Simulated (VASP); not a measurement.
```yaml
crystal:
  lattice:
    - [4.86249, 0.00000, 0.00000]
    - [0.00000, 4.86249, 0.00000]
    - [0.00000, 0.00000, 4.86249]
  atoms:
    - { symbol: Sm, position: [0.50000, 0.00000, 0.00000] }
    - { symbol: Sm, position: [0.00000, 0.50000, 0.00000] }
    - { symbol: Sm, position: [0.00000, 0.00000, 0.50000] }
    - { symbol: Sn, position: [0.50000, 0.50000, 0.50000] }
    - { symbol: N, position: [0.00000, 0.00000, 0.00000] }
```

Computed with PBEsol GGA, VASP's PBE PAW potentials (set 64) (plane waves; VASP 6.6.1). Settings: 520 eV cut-off, Gaussian smearing of 0.050 eV, potentials Sm_3 Sn_d N.

The 4f electrons are frozen in the core of the lanthanide potential, so 4f levels, which can set the real gap, and their magnetism are missing.

Give the energies of bands 20 to 30 at the high-symmetry points, in eV from the Fermi level.

| band | Γ | X | M | R |
|---|---|---|---|---|
| 20 | -1.88 | -4.20 | -4.73 | -5.11 |
| 21 | -1.88 | -4.01 | -4.73 | -5.11 |
| 22 | -1.88 | -2.36 | -2.84 | -5.11 |
| 23 | -1.66 | -2.36 | -2.76 | -1.40 |
| 24 | -1.66 | -1.90 | -2.76 | -1.40 |
| 25 | -1.30 | -1.90 | -2.45 | -1.40 |
| 26 | -1.30 | -0.81 | 0.86 | 0.14 |
| 27 | -1.30 | 0.00 | 0.86 | 0.14 |
| 28 | -0.14 | 1.14 | 1.10 | 0.14 |
| 29 | -0.14 | 1.38 | 1.10 | 1.14 |
| 30 | -0.14 | 2.10 | 1.35 | 1.14 |

It has no gap at this level: it comes out as a metal or semimetal.

The structure comes from a computed database's Sm3SnN entry (Pm-3m); how it stands against other phases isn't given here. It was relaxed first.
